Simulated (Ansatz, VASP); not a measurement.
# Cross-check of Mo (Mo(111)) between VASP and Ansatz, part 2 of 3

One calculation is typed for both programs; each brings its own data sets. How far apart do they land? Of the first pair: The cell is taken from a series of runs on this material, whose earlier steps may have relaxed, scaled, displaced or heated it; both programs get it as it stands.

VASP 6.6.1 and Ansatz 0.2.0.

So far: Set-up; VASP: single point, PBEsol, pair 1.

### Step 3. Ansatz: single point, PBEsol, pair 1

Level of this step: Ansatz beside VASP: Kohn-Sham DFT, plane waves, PBEsol (Ansatz).

Ansatz runs on its default PAW (the set named soft_2) files.

The same cell, functional, mesh and smearing now go to Ansatz, which takes its cutoff from its data sets.

input.yaml

```yaml
crystal:
  lattice:
    - [4.4547727215, 0.0, 0.0]
    - [-2.2273863607, 3.8579463449, 0.0]
    - [0.0, 0.0, 26.9119200877]
  atoms:
    - { symbol: Mo, position: [0.0, 0.0, 0.3051147863] }
    - { symbol: Mo, position: [0.3333333333, 0.6666666667, 0.3324921075] }
    - { symbol: Mo, position: [0.6666666667, 0.3333333333, 0.3598200146] }
    - { symbol: Mo, position: [0.0, 0.0, 0.3972476213] }
    - { symbol: Mo, position: [0.3333333333, 0.6666666667, 0.4305098276] }
    - { symbol: Mo, position: [0.6666666667, 0.3333333333, 0.4653409571] }
    - { symbol: Mo, position: [0.0, 0.0, 0.5] }
    - { symbol: Mo, position: [0.3333333333, 0.6666666667, 0.5346590438] }
    - { symbol: Mo, position: [0.6666666667, 0.3333333333, 0.5694901736] }
    - { symbol: Mo, position: [0.0, 0.0, 0.6027523798] }
    - { symbol: Mo, position: [0.3333333333, 0.6666666667, 0.6401799867] }
    - { symbol: Mo, position: [0.6666666667, 0.3333333333, 0.6675078938] }
    - { symbol: Mo, position: [0.0, 0.0, 0.6948852148] }
hamiltonian:
  xc: pbesol
kpoints:
  mp_grid: { grid: [12, 12, 1] }
scf:
  occupations: { method: methfessel_paxton, width: 0.1 }
  convergence: { dr2_threshold: 1.0e-09 }
efield:
  axis: 3
  dipole_correction: true
output:
  write_potential: true
  write_density: true
  volumetric_format: npy
```

Started as:

```console
$ ansatz run input.yaml --threads 4 --pin off --max-ram 8192MiB --backend cpu --events-out ev --progress --plain --runs-dir out
```

Numbers of over 12 decimals in the logs are rounded to 6 here.

The log of the run:

```text
Engine: ansatz 0.2.0, aarch64-unknown-linux-gnu
Pseudopotentials: kind: paw
Pseudopotential: Mo, paw, valence charge 14, recommended cutoff 420 eV (normal), Mo.paw.azcp
Functional definition: PBEsol
  exchange = pbesol_x
  correlation = pbesol_c
Crystal: 13 atoms, lattice volume = 462.516 Å³
Basis set: ecut = 420 eV, 9095 PW (Γ)
Bands: 110, of which v1, the nominal top of the filled ones, is band 91 counted from 1 (90 counted from 0)
Symmetry: 6 space group operations
k-points: 19 of 144 (time reversal used)
Non-local potential: Mo, projectors of the file, l = 0: 3, l = 1: 2, l = 2: 2, l = 3: 1
PAW form: soft (Blöchl's): semilocal exchange-correlation on the pseudo side does not see the compensation charge
PAW frozen core: Mo, regenerated for the run's functional, and the local potential with it (the file was generated under x = pbe(κ = 0.804, μ = 0.219515), c = pbe(β = 0.066725))
PAW one-centre angular grid: Mo, 590 points (default); XC on 64 Gauss nodes
Initial density: superposition of atomic densities (neutral atoms: chi_scale 0, normalization atom), corrected by the library's trained network
Initial wavefunctions: pseudopotential atomic-orbital guess
Functional: x = pbesol(κ = 0.804, μ = 0.123457), c = pbesol(β = 0.046)
SCF iter   1: F=—  HF=-63659.856208 eV  |F-HF|=—  |Δ(HF+E_count)|=         —  Δρ=6.74e-3  dr2=6.14e-1  ethr=1.77e-3  p=-0.000 e·Å  D=-1.28e-10 V/Å  ΔV_dip=0.00 eV  dr2_dipole=3.92e-8  V_vac-E_F(+/−)=3.90/3.90 eV  ⟨swp⟩=9.2  Hψ=10034  notcnv=0
efield: sawtooth ramp at fractional position 0.9500 (placed from the atoms, in the widest stretch of the axis that holds none; the zero of the levels goes with the place), width 0.1000; the density the first Hamiltonian is built on has a dipole p = -0.000 e·Å; the dipole correction subtracts the counter field D = -1.28e-10 V/Å, which shifts the + side's vacuum level by +0.00 eV against the − side's; the planar-averaged density in the ramp window peaks in size at 3.6e-5 e/Å³
preconditioner: auto → LDOS  [metal: Δε(μ)=0.005 eV  Ē_g=3.953 eV  σ=0.100 eV  W_gap=0.04  n_scr=110 (ndim 8)  ℏωp=15.2 eV  f_vac=0.497  D(μ)=10.17/eV (n_scr^D=70)  β→1.0]
SCF iter   2: F=—  HF=-63659.870432 eV  |F-HF|=—  |Δ(HF+E_count)|=   1.42e-2  S|Δr|=    0.00e0  Δρ=6.99e-3  dr2=5.31e-1  ethr=3.37e-4  p=0.000 e·Å  D=1.31e-6 V/Å  ΔV_dip=-0.00 eV  dr2_dipole=6.09e-8  V_vac-E_F(+/−)=3.99/3.99 eV  ⟨swp⟩=2.0  Hψ=3336  notcnv=0  defer=175
SCF iter   3: F=—  HF=-63659.818996 eV  |F-HF|=—  |Δ(HF+E_count)|=   5.14e-2  S|Δr|=    0.00e0  Δρ=1.88e-3  dr2=3.75e-2  ethr=2.92e-4  p=-0.000 e·Å  D=-2.86e-7 V/Å  ΔV_dip=0.00 eV  dr2_dipole=5.88e-9  V_vac-E_F(+/−)=3.98/3.98 eV  ⟨swp⟩=2.1  Hψ=2809  notcnv=0  defer=175
SCF iter   4: F=—  HF=-63659.816352 eV  |F-HF|=—  |Δ(HF+E_count)|=   2.64e-3  S|Δr|=    0.00e0  Δρ=3.34e-4  dr2=9.49e-4  ethr=2.06e-5  p=-0.000 e·Å  D=-4.12e-7 V/Å  ΔV_dip=0.00 eV  dr2_dipole=5.81e-10  V_vac-E_F(+/−)=3.98/3.98 eV  ⟨swp⟩=2.4  Hψ=2648  notcnv=0  defer=175
SCF iter   5: F=—  HF=-63659.816243 eV  |F-HF|=—  |Δ(HF+E_count)|=   1.09e-4  S|Δr|=    0.00e0  Δρ=1.22e-4  dr2=1.11e-4  ethr=5.21e-7  p=-0.000 e·Å  D=-2.91e-7 V/Å  ΔV_dip=0.00 eV  dr2_dipole=3.07e-10  V_vac-E_F(+/−)=3.99/3.99 eV  ⟨swp⟩=3.0  Hψ=3101  notcnv=0  defer=175
SCF iter   6: F=—  HF=-63659.816266 eV  |F-HF|=—  |Δ(HF+E_count)|=   2.24e-5  S|Δr|=    0.00e0  Δρ=3.52e-5  dr2=7.06e-6  ethr=6.09e-8  p=-0.000 e·Å  D=-1.86e-7 V/Å  ΔV_dip=0.00 eV  dr2_dipole=1.07e-10  V_vac-E_F(+/−)=3.99/3.99 eV  ⟨swp⟩=2.3  Hψ=2628  notcnv=0  defer=175
SCF iter   7: F=—  HF=-63659.816942 eV  |F-HF|=—  |Δ(HF+E_count)|=   6.76e-4  S|Δr|=    0.00e0  Δρ=1.56e-5  dr2=1.97e-6  ethr=3.88e-9  p=-0.000 e·Å  D=-1.05e-7 V/Å  ΔV_dip=0.00 eV  dr2_dipole=8.20e-15  V_vac-E_F(+/−)=3.99/3.99 eV  ⟨swp⟩=3.5  Hψ=3996  notcnv=0  defer=36
SCF iter   8: F=—  HF=-63659.816942 eV  |F-HF|=—  |Δ(HF+E_count)|=   5.19e-7  S|Δr|=    0.00e0  Δρ=4.82e-6  dr2=1.79e-7  ethr=1.08e-9  p=-0.000 e·Å  D=-4.46e-8 V/Å  ΔV_dip=0.00 eV  dr2_dipole=1.32e-14  V_vac-E_F(+/−)=3.99/3.99 eV  ⟨swp⟩=2.1  Hψ=2719  notcnv=0  defer=36
SCF iter   9: F=—  HF=-63659.816942 eV  |F-HF|=—  |Δ(HF+E_count)|=   7.71e-8  S|Δr|=    0.00e0  Δρ=1.69e-6  dr2=2.16e-8  ethr=9.84e-11  p=-0.000 e·Å  D=-2.20e-8 V/Å  ΔV_dip=0.00 eV  dr2_dipole=6.26e-14  V_vac-E_F(+/−)=3.99/3.99 eV  ⟨swp⟩=2.9  Hψ=3123  notcnv=0  defer=36
SCF iter  10: F=—  HF=-63659.816942 eV  |F-HF|=—  |Δ(HF+E_count)|=   2.21e-8  S|Δr|=    0.00e0  Δρ=6.21e-7  dr2=2.33e-9  ethr=1.18e-11  p=-0.000 e·Å  D=-8.83e-9 V/Å  ΔV_dip=0.00 eV  dr2_dipole=2.90e-14  V_vac-E_F(+/−)=3.99/3.99 eV  ⟨swp⟩=2.5  Hψ=2911  notcnv=0  defer=36
SCF iter  11: F=-63659.816942 eV  HF=-63659.816942 eV  |F-HF|=1.60e-10  |Δ(HF+E_count)|=   5.33e-9  S|Δr|=    0.00e0  Δρ=2.25e-7  dr2=4.40e-10  ethr=1.00e-12  p=-0.000 e·Å  D=-3.08e-9 V/Å  ΔV_dip=0.00 eV  dr2_dipole=2.44e-17  V_vac-E_F(+/−)=3.99/3.99 eV  ⟨swp⟩=11.7  Hψ=6901  notcnv=0
SCF 1 converged in 11 iterations: F = -63659.816942 eV  dr2 = 4.40e-10
  greatest PAW one-centre occupation: 0.999 electrons in one spin orbital (limit 2), on the Mo atom at site 0 (counted from 0), in its partial waves of l = 0
WARN: The output density's exchange-correlation potential varies sharply where the density is thin. Do not read a vacuum level from v_tot or v_xc, or from such a field of the output density. On a cell that repeats whose density bears no net charge and no dipole along the vacuum's axis use v_es (v_loc + v_h of the components); under efield.dipole_correction with no amplitude use v_es + v_field, which holds any externa [...]
SCF converged after 11 iterations
Stability not checked: this state was not tested for a lower state beside it, because cold or Methfessel-Paxton smearing, or corrected tetrahedra, fill the levels in a way that the test cannot read (fill_not_monotonic; see scf.lower_state_search)
Free energy (F): -63659.816942 eV
Harris-Foulkes:  -63659.816942 eV  (|F-HF|=1.60e-10)
Internal energy: -63659.813889 eV  (E = F + TS)
E sigma→0 (E₀):  -63659.816179 eV
Entropy (-TS):   -0.003054 eV (-0.235 meV/atom)
Fermi energy:    6.988793 eV
Step filling:    the computed levels leave a gap of 0.0039 eV = 0.0 smearing widths at the electron count; against every level under it full and every level over it empty, smearing changes F+E_penalty+E_count by -2.715 meV and its σ→0 estimate by -1.952 meV
Dipole field:    D = -0.000000 V/Å  (p = -0.000000 e·Å, saw-weighted, corrected)
Work function:   Φ+ = 3.9915 eV   Φ− = 3.9915 eV
Levels:          The Fermi level and band energies are counted from a zero that moves with the ramp; work functions are not
--- Per-component energies (eV) ---
  E_band       = -3244.367522
  E_kinetic    = 5721.045556
  E_local      = -258238.758192  (includes V_loc(G=0)·N_el)
  E_nonlocal   = 1887.142963
  E_hartree    = 126116.346146
  E_xc         = -2361.582404
  E_vxc        = -2957.267183  (∫ρ·V_xc dr)
  E_paw        = -40871.106811  (= ΣΔE_a)
  E_vpaw       = -1889.228102  (= ΣTr[D̂ρ^β])
  E_aug_tail   = 0.000503  (compensation charges beyond the density's cutoff)
  E_efield     = 0.000000  (sawtooth field / dipole correction)
  E_vefield    = -0.000000  (∫n·V_field dr)
  E_ewald      = 104084.377458
  E_core_change = 2.720891  (= ΣΔE_core)
  E_smearing   = -0.003054  (= −TS)
  E_closure    = -0.000000  (closes the sum)
  Σ components = -63659.816942   (vs F -63659.816942, Δ=0.00e0)
--- Band table (eV; the first three rows and the last of 19) ---
  k-point 0: bands = [... 87 lower, 5.8168, 5.8168, 6.0198, 6.3416, 7.1248, 8.0591, 8.2634, 8.2634, ... 15 higher]
  k-point 1: bands = [... 87 lower, 5.9154, 6.0105, 6.1129, 6.3662, 7.1446, 8.0227, 8.1100, 8.1709, ... 15 higher]
  k-point 2: bands = [... 87 lower, 6.1041, 6.3707, 6.4563, 6.4851, 7.2322, 7.7167, 7.8335, 7.9899, ... 15 higher]
  k-point 18: bands = [... 87 lower, 6.3430, 6.3430, 6.3716, 6.7296, 7.0056, 7.0056, 7.4230, 7.5834, ... 15 higher]
```

### Step 4. Differences

Known differences besides the potentials themselves: the cutoff is 420 eV in Ansatz and 400 eV in VASP; Ansatz makes its cores anew for this functional, VASP keeps those of its PBE data sets. Total energies have different zeros and are not compared.

Compared:

```
                                   quantity  Ansatz  VASP  difference
 work function, lower of the two faces (eV)    3.99  3.99        0.00
work function, higher of the two faces (eV)    3.99  3.99        0.00
```

Where the cell holds vacuum, a pressure given here is an average over it and none of the material.

### Step 5. VASP: single point, RPBE

A single point takes one fixed geometry, so differences don't come from the geometry; what else differs is listed under the comparison.

INCAR

```
SYSTEM = Mo
PREC = Accurate
ENCUT = 400
EDIFF = 1E-06
NELM = 120
ISMEAR = 1
SIGMA = 0.1
LREAL = .FALSE.
ALGO = Normal
GGA = RP
NBANDS = 112
LASPH = .TRUE.
LORBIT = 11
LWAVE = .FALSE.
LCHARG = .FALSE.
ISIF = 2
LDIPOL = .TRUE.
IDIPOL = 3
DIPOL = 0.5 0.5 0.5
LVHAR = .TRUE.
GGA_COMPAT = .FALSE.
NELMDL = -8
KPAR = 4
```

POSCAR

```
Mo
1.0
    4.4547727215      0.0000000000      0.0000000000
   -2.2273863607      3.8579463449      0.0000000000
    0.0000000000      0.0000000000     26.9119200877
Mo
13
Direct
    0.0000000000      0.0000000000      0.3051147857
    0.3333333333      0.6666666667      0.3324921068
    0.6666666667      0.3333333333      0.3598200139
    0.0000000000      0.0000000000      0.3972476207
    0.3333333333      0.6666666667      0.4305098270
    0.6666666667      0.3333333333      0.4653409566
    0.0000000000      0.0000000000      0.5000000000
    0.3333333333      0.6666666667      0.5346590433
    0.6666666667      0.3333333333      0.5694901730
    0.0000000000      0.0000000000      0.6027523792
    0.3333333333      0.6666666667      0.6401799860
    0.6666666667      0.3333333333      0.6675078931
    0.0000000000      0.0000000000      0.6948852142
```

KPOINTS

```
Automatic mesh
0
Gamma
12 12 1
0 0 0
```

PAW data sets: Mo_sv (PBE family, release 64).

Started as:

```console
$ mpirun -np 4 vasp_std
```

The log of the run:

```text
[banner, memory and clock lines left out]
running    4 mpi-ranks, on    1 nodes
[...]
[... a notice as in an earlier step ...]

 LDA part: xc-table for (Slater+PW92), standard interpolation
 POSCAR, INCAR and KPOINTS ok, starting setup
[...]
entering main loop
       N       E                     dE             d eps       ncg     rms          rms(c)
DAV:   1     0.181139388732E+04    0.18114E+04   -0.10682E+05  5464   0.126E+03
DAV:   2    -0.683477227671E+02   -0.18797E+04   -0.18224E+04  4784   0.436E+02
DAV:   3    -0.136567498952E+03   -0.68220E+02   -0.65856E+02  5800   0.713E+01
DAV:   4    -0.138780505859E+03   -0.22130E+01   -0.21662E+01  5568   0.991E+00
[...]
DAV:  32    -0.128620156403E+03   -0.14680E-04   -0.15505E-06  3408   0.162E-03    0.191E-03
DAV:  33    -0.128620159013E+03   -0.26096E-05   -0.24771E-07  3112   0.104E-03    0.482E-04
DAV:  34    -0.128620159523E+03   -0.51009E-06   -0.49963E-08  2728   0.462E-04
   1 F= -.12862016E+03 E0= -.12861945E+03  d E =-.211460E-02
```

From OUTCAR (step 5):

```text
  Total       -0.2773368     -0.2773368      2.8440811     -0.0000000      0.0000000      0.0000000
  in kB       -0.9607085     -0.9607085      9.8520394     -0.0000000      0.0000000      0.0000000
  external PRESSURE =       2.6435408 kB  Pullay stress =       0.0000000 kB

 POSITION                                       TOTAL-FORCE (eV/Angst)
 -----------------------------------------------------------------------------------
      0.00000      0.00000      8.21122        -0.000000      0.000000     -0.300784
     -0.00000      2.57196      8.94800        -0.000000     -0.000000     -0.117837
      2.22739      1.28598      9.68345         0.000000      0.000000     -0.032707
      0.00000      0.00000     10.69070        -0.000000     -0.000000      0.033668
     -0.00000      2.57196     11.58585         0.000000     -0.000000      0.012348
      2.22739      1.28598     12.52322        -0.000000      0.000000     -0.005480
      0.00000      0.00000     13.45596        -0.000000      0.000000      0.000000
     -0.00000      2.57196     14.38870         0.000000      0.000000      0.005480
      2.22739      1.28598     15.32607        -0.000000      0.000000     -0.012348
      0.00000      0.00000     16.22122        -0.000000      0.000000     -0.033668
     -0.00000      2.57196     17.22847        -0.000000      0.000000      0.032707
      2.22739      1.28598     17.96392         0.000000      0.000000      0.117837
      0.00000      0.00000     18.70070         0.000000     -0.000000      0.300784
 -----------------------------------------------------------------------------------
    total drift:                                0.000000      0.000000      0.000048

  FREE ENERGIE OF THE ION-ELECTRON SYSTEM (eV)
  ---------------------------------------------------
  free  energy   TOTEN  =      -128.6201595226 eV

  energy  without entropy=     -128.6180449180  energy(sigma->0) =     -128.61945465

[... 2 parts as in an earlier step ...]

[... 1 further part left out ...]
[key lines of the parts left out:]
E-fermi :   3.4862
```

### Step 6. Ansatz: single point, RPBE

The same cell, functional, mesh and smearing now go to Ansatz, which takes its cutoff from its data sets.

The cell is taken from a series of runs on this material, whose earlier steps may have relaxed, scaled, displaced or heated it; both programs get it as it stands.

Changes to input.yaml since step 3:

```diff
@@ -20,3 +20,3 @@
 hamiltonian:
-  xc: pbesol
+  xc: rpbe
 kpoints:
```

Started as:

```console
$ ansatz run input.yaml --threads 4 --pin off --max-ram 8192MiB --backend cpu --events-out ev --progress --plain --runs-dir out
```

The log of the run:

```text
[...]
Crystal: 13 atoms, lattice volume = 462.516 Å³
Basis set: ecut = 420 eV, 9095 PW (Γ)
Bands: 110, of which v1, the nominal top of the filled ones, is band 91 counted from 1 (90 counted from 0)
Symmetry: 6 space group operations
k-points: 19 of 144 (time reversal used)
[...]
k-point 0: bands = [... 87 lower, 6.0431, 6.0431, 6.2505, 6.5650, 7.3514, 8.2809, 8.5095, 8.5095, ... 15 higher]
  k-point 1: bands = [... 87 lower, 6.1411, 6.2388, 6.3445, 6.5897, 7.3710, 8.2500, 8.3566, 8.4158, ... 15 higher]
  k-point 2: bands = [... 87 lower, 6.3310, 6.5967, 6.6829, 6.7155, 7.4578, 7.9639, 8.0698, 8.2347, ... 15 higher]
  k-point 18: bands = [... 87 lower, 6.5797, 6.5797, 6.6215, 6.9763, 7.2511, 7.2511, 7.6665, 7.8260, ... 15 higher]
[key lines of the parts left out:]
SCF converged after 11 iterations
Free energy (F): -64513.270647 eV
Fermi energy:    7.226492 eV
Dipole field:    D = -0.000000 V/Å  (p = -0.000000 e·Å, saw-weighted, corrected)
Work function:   Φ+ = 3.7400 eV   Φ− = 3.7400 eV
```

### Step 7. Differences

The two programs side by side:

```
                                   quantity  Ansatz  VASP  difference
 work function, lower of the two faces (eV)    3.74  3.74        0.00
work function, higher of the two faces (eV)    3.74  3.74        0.00
```

Where the cell holds vacuum, a pressure given here is an average over it and none of the material.

(Part 2 of 3 ends here.)

[Lines on the potential files, build, host, timing and source positions are cut from VASP's logs without a mark.]

[Logs are printed without paths, hosts, clocks, repeated set-up lines and the standing remarks that a program may print on its own settings, such as how far it seeks lower states.]

[Hosts, paths, dates, database ids (printed as entryN), source tags and the programs' standing remarks are cut or masked in the printed files.]
